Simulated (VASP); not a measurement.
# Ti2BN (Cmcm) in VASP: band structure with PBE

Aim: the band structure of Ti2BN with PBE.

All numbers are computed with VASP 6.6.1; they aren't measurements. Logs are shortened: lines on timing, memory, paths and dates and some standing lists are left out, and cuts for length are marked.

**1. Starting point**

The structure is orthorhombic, space group Cmcm (No. 63). The conventional cell has a = 3.141 Å, b = 17.223 Å, c = 3.016 Å, α = 90.00°, β = 90.00°, γ = 90.00°. Ti (site symmetry m2m) is surrounded by 5 N at 2.04 to 2.18 Å. Ti (site symmetry m2m) has 1 N at 2.01 Å and 4 B at 2.31 Å as nearest neighbours. B (site symmetry m2m) has 2 B at 1.78 Å as nearest neighbours. N (site symmetry m2m) is surrounded by 6 Ti at 2.01 to 2.18 Å.

The cell was built by a generator and needn't be a form met in nature.

**2. Band structure, PBE**

File POSCAR:

```
Ti2BN
1.0
    1.5703600000     -8.6113900000      0.0000000000
    1.5703600000      8.6113900000      0.0000000000
    0.0000000000      0.0000000000      3.0159200000
Ti B N
4 2 2
Direct
    0.6925820000      0.3074180000      0.2500000000
    0.0720860000      0.9279140000      0.7500000000
    0.3074180000      0.6925820000      0.7500000000
    0.9279140000      0.0720860000      0.2500000000
    0.5272100000      0.4727900000      0.2500000000
    0.4727900000      0.5272100000      0.7500000000
    0.1889140000      0.8110860000      0.7500000000
    0.8110860000      0.1889140000      0.2500000000
```

File INCAR.step1:

```
PREC = Accurate ; ENCUT = 520
EDIFF = 1E-6 ; ISMEAR = 0
SIGMA = 0.1 ; LREAL = F
LASPH = T ; NELM = 80
ALGO = Normal ; ISIF = 2
LWAVE = F ; LCHARG = T
LMAXMIX = 4 ; GGA = PE
KPAR = 4
```

File KPOINTS.step1:

```
Automatic mesh
0
Gamma
  10 10 10
```

File INCAR.step2:

```
PREC = Accurate ; ENCUT = 520
EDIFF = 1E-6 ; ISMEAR = 0
SIGMA = 0.05 ; LREAL = F
LASPH = T ; NELM = 80
ALGO = Normal ; ISIF = 2
LWAVE = F ; LCHARG = F
LMAXMIX = 4 ; GGA = PE
KPAR = 4 ; ICHARG = 11
```

File KPOINTS.step2:

```
path GXSRAZGYX1A1TY,ZT
15
line-mode
reciprocal
 0.0000000000  0.0000000000  0.0000000000  G
 0.2583136539  0.2583136539  0.0000000000  X

 0.2583136539  0.2583136539  0.0000000000  X
 0.0000000000  0.5000000000  0.0000000000  S

 0.0000000000  0.5000000000  0.0000000000  S
 0.0000000000  0.5000000000  0.5000000000  R

 0.0000000000  0.5000000000  0.5000000000  R
 0.2583136539  0.2583136539  0.5000000000  A

 0.2583136539  0.2583136539  0.5000000000  A
 0.0000000000  0.0000000000  0.5000000000  Z

 0.0000000000  0.0000000000  0.5000000000  Z
 0.0000000000  0.0000000000  0.0000000000  G

 0.0000000000  0.0000000000  0.0000000000  G
-0.5000000000  0.5000000000  0.0000000000  Y

-0.5000000000  0.5000000000  0.0000000000  Y
-0.2583136539  0.7416863461  0.0000000000  X1

-0.2583136539  0.7416863461  0.0000000000  X1
-0.2583136539  0.7416863461  0.5000000000  A1

-0.2583136539  0.7416863461  0.5000000000  A1
-0.5000000000  0.5000000000  0.5000000000  T

-0.5000000000  0.5000000000  0.5000000000  T
-0.5000000000  0.5000000000  0.0000000000  Y

 0.0000000000  0.0000000000  0.5000000000  Z
-0.5000000000  0.5000000000  0.5000000000  T
```

Potentials or basis: VASP PAW PBE potentials, release 64 (Ti_sv, B, N).

Started as:

```console
> cat potpaw_PBE.64/Ti_sv/POTCAR potpaw_PBE.64/B/POTCAR potpaw_PBE.64/N/POTCAR > POTCAR
> cp INCAR.step1 INCAR
> cp KPOINTS.step1 KPOINTS
> mpirun -np 4 vasp_std > vasp.out
> cp INCAR.step2 INCAR
> cp KPOINTS.step2 KPOINTS
> mpirun -np 4 vasp_std > vasp.out
```

OUTCAR:

```text
PREC = Accurate
   ENCUT = 520
   EDIFF = 1E-6
   ISMEAR = 0
   LREAL = F
   LASPH = T
   NELM = 80
   ISIF = 2
   GGA = PE
   ICHARG = 11

 ion  position               nearest neighbor table
   1  0.693  0.307  0.250-   8 2.04   7 2.18   7 2.18   7 2.18   7 2.18
   2  0.072  0.928  0.750-   7 2.01   5 2.31   5 2.31   5 2.31   5 2.31   6 2.32   6 2.32   4 2.91
                             4 2.91
   3  0.307  0.693  0.750-   7 2.04   8 2.18   8 2.18   8 2.18   8 2.18
   4  0.928  0.072  0.250-   8 2.01   6 2.31   6 2.31   6 2.31   6 2.31   5 2.32   5 2.32   2 2.91
                             2 2.91
   5  0.527  0.473  0.250-   6 1.78   6 1.78   2 2.31   2 2.31   2 2.31   2 2.31   4 2.32   4 2.32

   6  0.473  0.527  0.750-   5 1.78   5 1.78   4 2.31   4 2.31   4 2.31   4 2.31   2 2.32   2 2.32

   7  0.189  0.811  0.750-   2 2.01   3 2.04   1 2.18   1 2.18   1 2.18   1 2.18
   8  0.811  0.189  0.250-   4 2.01   1 2.04   3 2.18   3 2.18   3 2.18   3 2.18

  LATTYP: Found a base centered orthorhombic cell.
 ALAT       =     3.1407200000
 B/A-ratio  =     5.4837043735
 C/A-ratio  =     0.9602638885

  Lattice vectors:

 A1 = (   1.5703600000,  -8.6113900000,   0.0000000000)
 A2 = (   1.5703600000,   8.6113900000,   0.0000000000)
 A3 = (   0.0000000000,   0.0000000000,   3.0159200000)

Analysis of symmetry for initial positions (statically):
=====================================================================
 Subroutine PRICEL returns:
 Original cell was already a primitive cell.

 Routine SETGRP: Setting up the symmetry group for a
 base centered orthorhombic supercell.

 Subroutine GETGRP returns: Found  8 space group operations
 (whereof  4 operations were pure point group operations)
 out of a pool of  8 trial point group operations.

The static configuration has the point symmetry C_2h.
 The point group associated with its full space group is D_2h.

Analysis of symmetry for dynamics (positions and initial velocities):
=====================================================================
 Subroutine PRICEL returns:
 Original cell was already a primitive cell.

 Routine SETGRP: Setting up the symmetry group for a
 base centered orthorhombic supercell.

 Subroutine GETGRP returns: Found  8 space group operations
 (whereof  4 operations were pure point group operations)
 out of a pool of  8 trial point group operations.

The dynamic configuration has the point symmetry C_2h.
 The point group associated with its full space group is D_2h.

 Subroutine INISYM returns: Found  8 space group operations
 (whereof  4 operations are pure point group operations),
 and found     1 'primitive' translations

----------------------------------------------------------------------------------------

                                     Primitive cell

  volume of cell :      81.5685

  direct lattice vectors                    reciprocal lattice vectors
     1.570360000 -8.611390000  0.000000000     0.318398329 -0.058062636  0.000000000
     1.570360000  8.611390000  0.000000000     0.318398329  0.058062636  0.000000000
     0.000000000  0.000000000  3.015920000     0.000000000  0.000000000  0.331573782

  length of vectors
     8.753403239  8.753403239  3.015920000     0.323649140  0.323649140  0.331573782

  position of ions in fractional coordinates (direct lattice)
     0.692582000  0.307418000  0.250000000
     0.072086000  0.927914000  0.750000000
     0.307418000  0.692582000  0.750000000
     0.927914000  0.072086000  0.250000000
     0.527210000  0.472790000  0.250000000
     0.472790000  0.527210000  0.750000000
     0.188914000  0.811086000  0.750000000
     0.811086000  0.188914000  0.250000000

  ion indices of the primitive-cell ions
   primitive index   ion index
                 1           1
                 2           2
                 3           3
                 4           4
                 5           5
                 6           6
                 7           7
                 8           8

----------------------------------------------------------------------------------------

 KPOINTS: path GXSRAZGYX1A1TY,ZT

Interpolating k-points between supplied coordinates.

 Line segments in fractional coordinates (reciprocal lattice):
    0.000000  0.000000  0.000000  ...  0.258314  0.258314  0.000000
    0.258314  0.258314  0.000000  ...  0.000000  0.500000  0.000000
    0.000000  0.500000  0.000000  ...  0.000000  0.500000  0.500000
    0.000000  0.500000  0.500000  ...  0.258314  0.258314  0.500000
    0.258314  0.258314  0.500000  ...  0.000000  0.000000  0.500000
    0.000000  0.000000  0.500000  ...  0.000000  0.000000  0.000000
    0.000000  0.000000  0.000000  ... -0.500000  0.500000  0.000000
   -0.500000  0.500000  0.000000  ... -0.258314  0.741686  0.000000
   -0.258314  0.741686  0.000000  ... -0.258314  0.741686  0.500000
   -0.258314  0.741686  0.500000  ... -0.500000  0.500000  0.500000
   -0.500000  0.500000  0.500000  ... -0.500000  0.500000  0.000000
    0.000000  0.000000  0.500000  ... -0.500000  0.500000  0.500000

 Generated    15 points on each line segment, for a total of    180 k-points:

 Following reciprocal coordinates:
            Coordinates               Weight
  0.000000  0.000000  0.000000      0.005556
  0.018451  0.018451  0.000000      0.005556
  0.036902  0.036902  0.000000      0.005556
  0.055353  0.055353  0.000000      0.005556
  0.073804  0.073804  0.000000      0.005556
  0.092255  0.092255  0.000000      0.005556
[... 16 lines left out ...]
  0.129157  0.379157  0.000000      0.005556
  0.110706  0.396420  0.000000      0.005556
 [... further k-points ...]
   k-points           NKPTS =    180   k-points in BZ     NKDIM =    180   number of bands    NBANDS=     38
   number of dos      NEDOS =    301   number of ions     NIONS =      8
   total plane-waves  NPLWV = 117600
   dimension x,y,z NGX =    70 NGY =   70 NGZ =   24
   dimension x,y,z NGXF=   140 NGYF=  140 NGZF=   48
   ions per type =               4   2   2
   NGX,Y,Z   is equivalent  to a cutoff of  13.29, 13.29, 13.23 a.u.
   NGXF,Y,Z  is equivalent  to a cutoff of  26.59, 26.59, 26.46 a.u.
 SYSTEM =  unknown system
   PREC   = accura    normal or accurate (medium, high low for compatibility)
   ISTART =      0    job   : 0-new  1-cont  2-samecut
   ICHARG =     11    charge: 1-file 2-atom 10-const
   ISPIN  =      1    spin polarized calculation?
   LNONCOLLINEAR =      F non collinear calculations
   LSORBIT =      F    spin-orbit coupling
   LASPH  =      T    aspherical Exc in radial PAW
   ENCUT  =  520.0 eV  38.22 Ry    6.18 a.u.  16.28 16.28  5.61*2*pi/ulx,y,z
   NELM   =     80;   NELMIN=  2; NELMDL=  0     # of ELM steps
   EDIFF  = 0.1E-05   stopping-criterion for ELM
   LREAL  =      F    real-space projection
   EDIFFG = 0.1E-04   stopping-criterion for IOM
   NSW    =      0    number of steps for IOM
   IBRION =     -1    ionic relax: 0-MD 1-quasi-New 2-CG
   NFREE  =      0    steps in history (QN), initial steepest desc. (CG)
   ISIF   =      2    stress and relaxation
   ISYM   =      2    0-nonsym 1-usesym 2-fastsym
   POTIM  = 0.5000    time-step for ionic-motion
   TEBEG  =    0.0;   TEEND  =   0.0 temperature during run
   PSTRESS=    0.0 pullay stress
   NELECT =      64.0000    total number of electrons
   NUPDOWN=      -1.0000    fix difference up-down
   EMIN   =  10.00;   EMAX   =-10.00  energy-range for DOS
   EFERMI =   0.00;   METHOD = LEGACY
   ISMEAR =     0;   SIGMA  =   0.05  broadening in eV -4-tet -1-fermi 0-gaus
   EFERMI_NEDOS =   21; number of points for ismear=-14 and -15
   IALGO  =     38    algorithm
   IMIX   =      4    mixing-type and parameters
     AMIX     =   0.40;   BMIX     =  1.00
     AMIX_MAG =   1.60;   BMIX_MAG =  1.00
  volume/ion in A,a.u.               =      10.20        68.81
  Fermi-wavevector in a.u.,A,eV,Ry     =   1.509944  2.853380 31.020326  2.279930
  Thomas-Fermi vector in A             =   2.620199
   LORBIT       =      0    0 simple, 1 ext, 2 COOP (PROOUT), +10 PAW based schemes
   GGA     = PE    functional components
   LHFCALC =     F    Hartree Fock is set to
   AEXX    =    0.0000 exact exchange contribution
   IVDW    =     0    specifies the selected vdW correction
   LEPSILON=     F    determine dielectric tensor
   LRPA    =     F    only Hartree local field effects (RPA)
 non-spin polarized calculation
 Gauss-broadening in eV      SIGMA  =   0.05
  energy-cutoff  :      520.00
  volume of cell :       81.57
 maximum number of plane-waves:      2226
 NGX is ok and might be reduce to    70

 number of electron      63.9999995 magnetization

 Free energy of the ion-electron system (eV)
  ---------------------------------------------------
  ext. energy  EPLUGINS =         0.00000000
  ---------------------------------------------------
  free energy    TOTEN  =       -72.15143761 eV

  energy without entropy =      -72.14701685  energy(sigma->0) =      -72.14922723

 E-fermi :   9.9698     XC(G=0): -12.5922

 val. band max:        9.9686100800   @ k =  -0.3964   0.6036   0.5000
 cond. band min:       9.9712436379   @ k =   0.1661   0.3446   0.0000
 fundamental gap:      0.0026335579
 Fermi energy:         9.9697869483

 k-point     1 :       0.0000    0.0000    0.0000
  band No.  band energies     occupation
      1     -47.5917      2.00000
      2     -47.5118      2.00000
      3     -46.5541      2.00000
      4     -46.5091      2.00000
      5     -23.8928      2.00000
      6     -23.8606      2.00000
[... 30 lines left out ...]
     37      11.1998      0.00000
     38      11.4474      0.00000

 k-point     2 :       0.0185    0.0185    0.0000
  band No.  band energies     occupation
      1     -47.5912      2.00000
      2     -47.5118      2.00000
      3     -46.5539      2.00000
      4     -46.5089      2.00000
      5     -23.8933      2.00000
      6     -23.8653      2.00000
[... 30 lines left out ...]
     37      11.2089      0.00000
     38      11.4877      0.00000

 k-point     3 :       0.0369    0.0369    0.0000
  band No.  band energies     occupation
      1     -47.5896      2.00000
      2     -47.5118      2.00000
      3     -46.5532      2.00000
      4     -46.5082      2.00000
      5     -23.8953      2.00000
      6     -23.8786      2.00000
[... 30 lines left out ...]
     37      11.2355      0.00000
[... 781 lines left out ...]
 k-point    23 :       0.1292    0.3792    0.0000
  band No.  band energies     occupation
      1     -47.5331      2.00000
      2     -47.5310      2.00000
      3     -46.5364      2.00000
      4     -46.4921      2.00000
      5     -24.1089      2.00000
      6     -24.1039      2.00000
[... 30 lines left out ...]
     37      11.5534      0.00000
     38      11.9555      0.00000

 k-point    24 :       0.1107    0.3964    0.0000
  band No.  band energies     occupation
      1     -47.5330      2.00000
      2     -47.5312      2.00000
      3     -46.5363      2.00000
      4     -46.4921      2.00000
      5     -24.1087      2.00000
      6     -24.1042      2.00000
[... 30 lines left out ...]
     37      11.5333      0.00000
     38      11.9780      0.00000

 [... further k-points ...]

------------------------ aborting loop because EDIFF is reached ----------------------------------------

  FORCE on cell =-STRESS in cart. coord.  units (eV):
  Direction    XX          YY          ZZ          XY          YZ          ZX
  --------------------------------------------------------------------------------------
  -------------------------------------------------------------------------------------
  Total       -2.3376008      2.5006702     -3.7048624      0.0000000      0.0000000      0.0000000
  in kB      -45.9154268     49.1184550    -72.7713392      0.0000000      0.0000000      0.0000000
  external PRESSURE =     -23.1894370 kB  Pullay stress =       0.0000000 kB

 VOLUME and BASIS-vectors are now :
 -----------------------------------------------------------------------------
  energy-cutoff  :      520.00
  volume of cell :       81.57
      direct lattice vectors                 reciprocal lattice vectors
     1.570360000 -8.611390000  0.000000000     0.318398329 -0.058062636  0.000000000
     1.570360000  8.611390000  0.000000000     0.318398329  0.058062636  0.000000000
     0.000000000  0.000000000  3.015920000     0.000000000  0.000000000  0.331573782

 POSITION                                       TOTAL-FORCE (eV/Angst)
 -----------------------------------------------------------------------------------
      1.57036     -3.31680      0.75398         0.000000     -0.268972      0.000000
      1.57036      7.36987      2.26194         0.000000      0.535073     -0.000000
      1.57036      3.31680      2.26194         0.000000      0.268972      0.000000
      1.57036     -7.36987      0.75398         0.000000     -0.535073     -0.000000
      1.57036     -0.46863      0.75398         0.000000      0.402564     -0.000000
      1.57036      0.46863      2.26194         0.000000     -0.402564     -0.000000
      1.57036      5.35777      2.26194         0.000000     -0.130697     -0.000000
      1.57036     -5.35777      0.75398         0.000000      0.130697     -0.000000
 -----------------------------------------------------------------------------------
    total drift:                                0.000000     -0.000000      0.000000

  FREE ENERGIE OF THE ION-ELECTRON SYSTEM (eV)
  ---------------------------------------------------
  free  energy   TOTEN  =       -72.1514376090 eV

  energy  without entropy=      -72.1470168525  energy(sigma->0) =      -72.14922723
```

Wall time 4.3 min (4 MPI ranks of Intel Xeon 6975P-C (Granite Rapids), shared host); peak memory 0.68 GiB.

Results:

```yaml
Band_gap_along_the_path: none (metal or under the smearing width)
```

Levels at the corners of the path, in eV from the Fermi level:
```
point  band 30  band 31  band 32  band 33  band 34  band 35
    Γ    -1.97    -1.51    -1.03    -0.26    -0.15     0.24
    X    -1.82     0.01     0.06     0.44     1.22     1.46
    X    -1.82     0.01     0.06     0.44     1.22     1.46
    S    -1.81    -0.15     0.25     0.44     1.30     1.41
    S    -1.81    -0.15     0.25     0.44     1.30     1.41
    R    -2.67    -2.10    -2.10     1.17     1.17     1.99
    R    -2.67    -2.10    -2.10     1.17     1.17     1.99
    A    -2.66    -2.10    -2.10     1.16     1.16     2.00
    A    -2.66    -2.10    -2.10     1.16     1.16     2.00
    Z    -1.48    -1.22    -1.22     1.44     1.44     1.77
    Z    -1.48    -1.22    -1.22     1.44     1.44     1.77
    Γ    -1.97    -1.51    -1.03    -0.26    -0.15     0.24
    Γ    -1.97    -1.51    -1.03    -0.26    -0.15     0.24
    Y    -2.11    -1.69    -0.78    -0.42     0.06     0.25
    Y    -2.11    -1.69    -0.78    -0.42     0.06     0.25
   X1    -1.82     0.01     0.06     0.44     1.22     1.46
   X1    -1.82     0.01     0.06     0.44     1.22     1.46
   A1    -2.66    -2.10    -2.10     1.16     1.16     2.00
   A1    -2.66    -2.10    -2.10     1.16     1.16     2.00
    T    -1.42    -0.92    -0.92     1.05     1.05     1.13
    T    -1.42    -0.92    -0.92     1.05     1.05     1.13
    Y    -2.11    -1.69    -0.78    -0.42     0.06     0.25
    Z    -1.48    -1.22    -1.22     1.44     1.44     1.77
    T    -1.42    -0.92    -0.92     1.05     1.05     1.13
```

Caveat: the log is that of the step along the path at fixed density, whose energy, stress, charges and moments have no meaning.
